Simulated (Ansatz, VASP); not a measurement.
# Cross-check of AlGaN2 between VASP and Ansatz, part 3 of 3

Wanted: the spread between two codes on one cell, functional and k mesh. The cell is generated by rule, not measured, and may not be a known phase. The cell is taken from a series of runs on this material, whose earlier steps may have relaxed, scaled, displaced or heated it; both programs get it as it stands.

VASP 6.6.1 and Ansatz 0.2.0.

So far: Starting point; Ansatz: zone-centre phonons, LDA; VASP: zone-centre phonons, LDA.

### 3. VASP: zone-centre phonons, LDA (continued)

Level of this step: LDA; plane waves and PAW (Ga_d, N, Al); invented cell (VASP).

Numbers of over 12 decimals in the logs are rounded to 6 here.

OUTCAR, selected parts (step 3):

```text
ion  position               nearest neighbor table
   1  0.333  0.667  0.997-   6 1.91   6 1.91   6 1.91   3 1.94   8 3.11   8 3.11   8 3.11
   2  0.667  0.333  0.253-   3 1.91   3 1.91   3 1.91   4 1.94   7 3.10   7 3.10   7 3.10
   3  0.333  0.667  0.189-   2 1.91   2 1.91   2 1.91   1 1.94
   4  0.667  0.333  0.446-   7 1.89   7 1.89   7 1.89   2 1.94
   5  0.333  0.667  0.689-   7 1.88   8 1.89   8 1.89   8 1.89
   6  0.667  0.333  0.933-   8 1.88   1 1.91   1 1.91   1 1.91
   7  0.333  0.667  0.502-   5 1.88   4 1.89   4 1.89   4 1.89   8 3.05   8 3.05   8 3.05   2 3.10
                             2 3.10   2 3.10
   8  0.667  0.333  0.746-   6 1.88   5 1.89   5 1.89   5 1.89   7 3.05   7 3.05   7 3.05   1 3.11
                             1 3.11   1 3.11

  LATTYP: Found a hexagonal cell.
 ALAT       =     3.1195351916
 C/A-ratio  =     3.2367623532

 Subroutine GETGRP returns: Found  6 space group operations
 (whereof  6 operations were pure point group operations)

The static configuration has the point symmetry C_3v.

 Found     31 irreducible k-points:

   k-points           NKPTS =     31   k-points in BZ     NKDIM =     31   number of bands    NBANDS=     34

   dimension x,y,z NGX =    28 NGY =   28 NGZ =   84
   dimension x,y,z NGXF=    56 NGYF=   56 NGZF=  168

   ENCUT  =  600.0 eV  44.10 Ry    6.64 a.u.   6.23  6.23 20.17*2*pi/ulx,y,z

   NELECT =      52.0000    total number of electrons

 k-points in reciprocal lattice and weights: Automatic mesh
   0.00000000  0.00000000  0.00000000       0.004
   0.11111111  0.00000000  0.00000000       0.025
   0.22222222  0.00000000  0.00000000       0.025
   0.33333333  0.00000000  0.00000000       0.025
   0.44444444  0.00000000  0.00000000       0.025
   0.11111111  0.11111111  0.00000000       0.025
   0.22222222  0.11111111  0.00000000       0.049
   0.33333333  0.11111111  0.00000000       0.049
   0.44444444  0.11111111  0.00000000       0.025
[...]
-0.22222222 -0.44444444  0.33333333       0.049
   0.33333333  0.33333333  0.33333333       0.016

 average (electrostatic) potential at core
       1 -63.6541       2 -63.7685       3 -61.0073       4 -60.6067       5 -60.3136
       6 -60.7057       7 -70.4125       8 -70.3308

  Total        0.4401125      0.4401125      0.4248968      0.0000000     -0.0000000      0.0000000
[...]
1 f  =   23.631013 THz   148.478031 2PiTHz  788.245733 cm-1    97.729971 meV
             X         Y         Z           dx          dy          dz
     -0.000000  1.801064 10.070397    -0.000000   -0.000000    0.030915
      1.559768  0.900532  2.555289     0.000000    0.000000   -0.157028
     -0.000000  1.801064  1.911509     0.000000   -0.000000    0.286232
      1.559768  0.900532  4.499061    -0.000000    0.000000    0.438636
     -0.000000  1.801064  6.955722     0.000000   -0.000000   -0.349951
      1.559768  0.900532  9.420215     0.000000    0.000000   -0.592431
     -0.000000  1.801064  5.073158     0.000000   -0.000000   -0.104922
      1.559768  0.900532  7.536904    -0.000000    0.000000    0.464335

   2 f  =   23.541480 THz   147.915480 2PiTHz  785.259240 cm-1    97.359694 meV
             X         Y         Z           dx          dy          dz
     -0.000000  1.801064 10.070397     0.000000    0.000000   -0.170112
      1.559768  0.900532  2.555289    -0.000000   -0.000000   -0.049779
     -0.000000  1.801064  1.911509    -0.000000    0.000000    0.353583
      1.559768  0.900532  4.499061     0.000000   -0.000000   -0.257650
     -0.000000  1.801064  6.955722    -0.000000    0.000000   -0.671789
      1.559768  0.900532  9.420215    -0.000000   -0.000000    0.360136
     -0.000000  1.801064  5.073158    -0.000000    0.000000    0.437054
      1.559768  0.900532  7.536904     0.000000   -0.000000    0.071865

   3 f  =   21.391393 THz   134.406089 2PiTHz  713.540081 cm-1    88.467655 meV
             X         Y         Z           dx          dy          dz
     -0.000000  1.801064 10.070397    -0.000000    0.000000    0.061662
      1.559768  0.900532  2.555289     0.000000   -0.000000   -0.014446
     -0.000000  1.801064  1.911509     0.000000    0.000000   -0.569122
      1.559768  0.900532  4.499061    -0.000000   -0.000000    0.596334
     -0.000000  1.801064  6.955722     0.000000   -0.000000   -0.385769
      1.559768  0.900532  9.420215     0.000000   -0.000000    0.400031
     -0.000000  1.801064  5.073158     0.000000    0.000000   -0.084804
      1.559768  0.900532  7.536904    -0.000000    0.000000   -0.021008

   4 f  =   19.754800 THz   124.123072 2PiTHz  658.949212 cm-1    81.699253 meV
             X         Y         Z           dx          dy          dz
     -0.000000  1.801064 10.070397     0.008608   -0.000000    0.000000
      1.559768  0.900532  2.555289     0.004980   -0.000000   -0.000000
     -0.000000  1.801064  1.911509     0.031503   -0.000000    0.000000
      1.559768  0.900532  4.499061    -0.729624    0.000004   -0.000000
     -0.000000  1.801064  6.955722    -0.364572    0.000002   -0.000000
      1.559768  0.900532  9.420215    -0.026143    0.000000   -0.000000
     -0.000000  1.801064  5.073158     0.526590   -0.000003    0.000000
      1.559768  0.900532  7.536904     0.235934   -0.000001    0.000000

   5 f  =   19.754800 THz   124.123072 2PiTHz  658.949212 cm-1    81.699253 meV
             X         Y         Z           dx          dy          dz
     -0.000000  1.801064 10.070397     0.000000    0.008608    0.000000
      1.559768  0.900532  2.555289     0.000000    0.004980   -0.000000
     -0.000000  1.801064  1.911509     0.000000    0.031503   -0.000000
      1.559768  0.900532  4.499061    -0.000004   -0.729624   -0.000000
     -0.000000  1.801064  6.955722    -0.000002   -0.364572    0.000000
      1.559768  0.900532  9.420215    -0.000000   -0.026143   -0.000000
     -0.000000  1.801064  5.073158     0.000003    0.526590    0.000000
      1.559768  0.900532  7.536904     0.000001    0.235934    0.000000

   6 f  =   19.468181 THz   122.322187 2PiTHz  649.388606 cm-1    80.513890 meV
             X         Y         Z           dx          dy          dz
     -0.000000  1.801064 10.070397     0.013613   -0.000000    0.000000
      1.559768  0.900532  2.555289     0.001876   -0.000000   -0.000000
     -0.000000  1.801064  1.911509    -0.025247    0.000000   -0.000000
      1.559768  0.900532  4.499061     0.375506   -0.000001    0.000000
     -0.000000  1.801064  6.955722    -0.739734    0.000003   -0.000000
      1.559768  0.900532  9.420215    -0.045701    0.000000    0.000000
     -0.000000  1.801064  5.073158    -0.221269    0.000001   -0.000000
      1.559768  0.900532  7.536904     0.509817   -0.000002    0.000000

   7 f  =   19.468181 THz   122.322187 2PiTHz  649.388606 cm-1    80.513890 meV
             X         Y         Z           dx          dy          dz
     -0.000000  1.801064 10.070397     0.000000    0.013613   -0.000000
      1.559768  0.900532  2.555289     0.000000    0.001876    0.000000
     -0.000000  1.801064  1.911509    -0.000000   -0.025247   -0.000000
      1.559768  0.900532  4.499061     0.000001    0.375506   -0.000000
     -0.000000  1.801064  6.955722    -0.000003   -0.739734   -0.000000
      1.559768  0.900532  9.420215    -0.000000   -0.045701    0.000000
     -0.000000  1.801064  5.073158    -0.000001   -0.221269    0.000000
      1.559768  0.900532  7.536904     0.000002    0.509817    0.000000

   8 f  =   17.742570 THz   111.479856 2PiTHz  591.828435 cm-1    73.377341 meV
             X         Y         Z           dx          dy          dz
     -0.000000  1.801064 10.070397    -0.157601   -0.000000    0.000000
      1.559768  0.900532  2.555289     0.330925    0.000000    0.000000
     -0.000000  1.801064  1.911509    -0.810037   -0.000001    0.000000
      1.559768  0.900532  4.499061    -0.023275   -0.000000   -0.000000
     -0.000000  1.801064  6.955722    -0.027938   -0.000000    0.000000
      1.559768  0.900532  9.420215     0.455561    0.000001    0.000000
     -0.000000  1.801064  5.073158     0.023233    0.000000    0.000000
      1.559768  0.900532  7.536904    -0.009598   -0.000000    0.000000

   9 f  =   17.742570 THz   111.479856 2PiTHz  591.828435 cm-1    73.377341 meV
             X         Y         Z           dx          dy          dz
     -0.000000  1.801064 10.070397     0.000000   -0.157601    0.000000
      1.559768  0.900532  2.555289    -0.000000    0.330925   -0.000000
     -0.000000  1.801064  1.911509     0.000001   -0.810037    0.000000
      1.559768  0.900532  4.499061     0.000000   -0.023275    0.000000
     -0.000000  1.801064  6.955722     0.000000   -0.027938   -0.000000
      1.559768  0.900532  9.420215    -0.000001    0.455561    0.000000
     -0.000000  1.801064  5.073158    -0.000000    0.023233   -0.000000
      1.559768  0.900532  7.536904     0.000000   -0.009598   -0.000000

  10 f  =   17.502459 THz   109.971194 2PiTHz  583.819195 cm-1    72.384322 meV
             X         Y         Z           dx          dy          dz
     -0.000000  1.801064 10.070397    -0.337105    0.000001    0.000000
      1.559768  0.900532  2.555289    -0.188265    0.000000   -0.000000
     -0.000000  1.801064  1.911509     0.443692   -0.000001   -0.000000
      1.559768  0.900532  4.499061     0.011847   -0.000000   -0.000000
     -0.000000  1.801064  6.955722    -0.068693    0.000000   -0.000000
      1.559768  0.900532  9.420215     0.805660   -0.000002   -0.000000
     -0.000000  1.801064  5.073158    -0.007014    0.000000    0.000000
      1.559768  0.900532  7.536904    -0.007554    0.000000   -0.000000

  11 f  =   17.502459 THz   109.971194 2PiTHz  583.819195 cm-1    72.384322 meV
             X         Y         Z           dx          dy          dz
     -0.000000  1.801064 10.070397    -0.000001   -0.337105   -0.000000
      1.559768  0.900532  2.555289    -0.000000   -0.188265   -0.000000
     -0.000000  1.801064  1.911509     0.000001    0.443692    0.000000
      1.559768  0.900532  4.499061     0.000000    0.011847    0.000000
    [... 145 further lines ...]
     -0.000000  1.801064  5.073158    -0.000000   -0.000000   -0.328754
      1.559768  0.900532  7.536904    -0.000000   -0.000000   -0.328729

 MACROSCOPIC STATIC DIELECTRIC TENSOR IONIC CONTRIBUTION
 ------------------------------------------------------
           3.746458    -0.000000    -0.000000
          -0.000000     3.746458     0.000000
          -0.000000     0.000000     4.782170
 ------------------------------------------------------

 ELASTIC MODULI CONTR FROM IONIC RELAXATION (kBar)
 Direction    XX          YY          ZZ          XY          YZ          ZX
 --------------------------------------------------------------------------------
 XX        -753.5242    331.4345    413.5122     -0.0000     -3.7912     -0.0000
 YY         331.4345   -753.5242    413.5122      0.0000      3.7912      0.0000
 ZZ         413.5122    413.5122   -829.4258      0.0000      0.0000     -0.0000
 XY          -0.0000      0.0000      0.0000   -542.4794      0.0000     -3.5294
 YZ          -3.7912      3.7912      0.0000      0.0000   -174.3379      0.0000
 ZX          -0.0000      0.0000     -0.0000     -3.5294      0.0000   -188.4338
 --------------------------------------------------------------------------------

 PIEZOELECTRIC TENSOR IONIC CONTR  for field in x, y, z        (C/m^2)
          XX          YY          ZZ          XY          YZ          ZX
  --------------------------------------------------------------------------------
  x     0.00000    -0.00000    -0.00000    -0.00436    -0.00000    -0.76763
  y    -0.00436     0.00436     0.00000     0.00000    -0.74621     0.00000
  z    -0.92685    -0.92685     1.87131    -0.00000    -0.00000     0.00000
```

### 4. Side by side

Known differences besides the potentials themselves: the two LDA forms differ slightly; fixed occupations in Ansatz, narrow Gaussian smearing in VASP; the cutoff is 420 eV in Ansatz and 600 eV in VASP; VASP's log shows a relativistic correction to its local exchange, Ansatz's none. Total energies have different zeros and are not compared.

Both answers:

```csv
quantity,Ansatz,VASP,difference
ε∞ xx,4.97,4.96,+0.34 %
ε∞ yy,4.97,4.96,+0.34 %
ε∞ zz,5.14,5.11,+0.46 %
Born charge of Ga1 (mean of the diagonal) (e),2.60,2.60,0.00
Born charge of N3 (mean of the diagonal) (e),-2.54,-2.54,0.00
Born charge of Al7 (mean of the diagonal) (e),2.59,2.57,+0.02
optical mode 1 to 2 (cm⁻¹),119.1,118.7,+0.33 %
optical mode 3 to 4 (cm⁻¹),138.2,137.9,+0.20 %
optical mode 5 to 6 (cm⁻¹),207.8,207.5,+0.19 %
optical mode 7 (cm⁻¹),262.8,264.5,-0.63 %
optical mode 8 (cm⁻¹),296.3,298.1,-0.60 %
optical mode 9 (cm⁻¹),465.2,467.5,-0.48 %
optical mode 10 (cm⁻¹),577.8,582.9,-0.87 %
optical mode 11 to 12 (cm⁻¹),578.4,583.8,-0.93 %
optical mode 13 to 14 (cm⁻¹),586.4,591.8,-0.92 %
optical mode 15 to 16 (cm⁻¹),643.4,649.4,-0.92 %
optical mode 17 to 18 (cm⁻¹),653.4,658.9,-0.84 %
optical mode 19 (cm⁻¹),709.6,713.5,-0.55 %
optical mode 20 (cm⁻¹),781.6,785.3,-0.46 %
optical mode 21 (cm⁻¹),785.1,788.2,-0.40 %
```

Modes are paired by rising frequency, not by their patterns, so a pair may set unlike modes beside each other; they are those without the splitting of longitudinal modes.

### 5. Results

| Quantity | Value |
| --- | --- |
| r.m.s. difference of the optical zone-centre modes, each program's sorted by frequency (zone-centre phonons, LDA) | 3.9 cm⁻¹ |
| difference in optical mode 11 to 12 (zone-centre phonons, LDA) | -0.9 % |

The r.m.s. difference of the optical zone-centre modes, each program's sorted by frequency is 3.9 cm⁻¹ (zone-centre phonons, LDA). Among the rows given in per cent, the largest difference of the zone-centre phonons, LDA pair is in optical mode 11 to 12, -0.9 %. How closely two codes agree says nothing of how well the functional describes the real material.

[Lines on the potential files, build, host, timing and source positions are cut from VASP's logs without a mark.]

[Logs are printed without paths, hosts, clocks, repeated set-up lines and the standing remarks that a program may print on its own settings, such as how far it seeks lower states.]

[Hosts, paths, dates, database ids (printed as entryN), source tags and the programs' standing remarks are cut or masked in the printed files.]
